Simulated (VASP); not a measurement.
Set up this calculation in VASP 6.6.1, as the native input.

- Task: density of states
- Functional: PBE
- Potentials or basis: VASP PAW PBE potentials, release 64 (Nb_sv, Si, O)
- Cutoff: 520 eV
- k mesh: 6 × 6 × 10
- Occupations: gaussian, width 0.1 eV
- Spin: no spin polarisation
- k mesh for the DOS: 9 × 9 × 15
- Occupations for the DOS: tetrahedron
- Further INCAR settings: ALGO = Normal; EDIFF = 1e-06; NBANDS = 30

NbSiO4:

```
CELL_PARAMETERS angstrom
3.23220 -3.28460 0.00000
3.23220 3.28460 0.00000
0.00000 0.00000 2.79345
ATOMIC_POSITIONS crystal
Nb 0.50000 0.50000 0.50000
Si 0.00000 0.00000 0.00000
O 0.18374 0.18374 0.50000
O 0.81626 0.81626 0.50000
O 0.27025 0.72975 0.00000
O 0.72975 0.27025 0.00000
```

The cell was built by a generator and needn't be a form met in nature.

One way to write it, as run:

POSCAR

```
NbSiO4                                  
1.0
    3.2321957670     -3.2845983640      0.0000000000
    3.2321957670      3.2845983640      0.0000000000
    0.0000000000      0.0000000000      2.7934506548
  Nb              Si              O             
     1     1     4
Direct
     0.5000000000000000    0.5000000000000000    0.5000000000000000
     0.0000000000000000    0.0000000000000000    1.0000000000000000
     0.1837431891864333    0.1837431891864333    0.5000000000000000
     0.8162568108135667    0.8162568108135667    0.5000000000000000
     0.2702478377381901    0.7297521622618099    0.0000000000000000
     0.7297521622618099    0.2702478377381901    1.0000000000000000
```

INCAR.step1

```
ALGO = Normal
EDIFF = 1E-6
ENCUT = 520
GGA = PE
ISIF = 2
ISMEAR = 0
KPAR = 4
LASPH = T
LCHARG = T
LMAXMIX = 4
LREAL = F
LWAVE = F
NBANDS = 30
NELM = 80
PREC = Accurate
SIGMA = 0.1
```

KPOINTS.step1

```
k-points
0
Gamma
  6 6 10
```

INCAR.step2

```
ALGO = Normal
EDIFF = 1E-6
ENCUT = 520
GGA = PE
ICHARG = 11
ISIF = 2
ISMEAR = -5
KPAR = 4
LASPH = T
LCHARG = F
LMAXMIX = 4
LORBIT = 10
LREAL = F
LWAVE = F
NBANDS = 30
NEDOS = 2001
NELM = 80
PREC = Accurate
SIGMA = 0.1
```

KPOINTS.step2

```
k-points
0
Gamma
  9 9 15
```

Potentials or basis: VASP PAW PBE potentials, release 64 (Nb_sv, Si, O).

Launch:

```sh
$ cat potpaw_PBE.64/Nb_sv/POTCAR potpaw_PBE.64/Si/POTCAR potpaw_PBE.64/O/POTCAR > POTCAR
$ cp INCAR.step1 INCAR
$ cp KPOINTS.step1 KPOINTS
$ mpirun -np 4 vasp_std > vasp.out
$ cp INCAR.step2 INCAR
$ cp KPOINTS.step2 KPOINTS
$ mpirun -np 4 vasp_std > vasp.out
```

It gave:

The valence electrons inside the program's atomic spheres are Nb 10.46; Si 1.41; O 5.14, 5.12.

Caveat: an odd number of electrons without spin polarisation forces a metal; a magnetic or distorted state may lie lower.

Run time: 50 s on 4 MPI ranks on Intel(R) Xeon(R) Platinum 8559C (Emerald Rapids), with other jobs on the host, peak memory 0.39 GiB a rank.
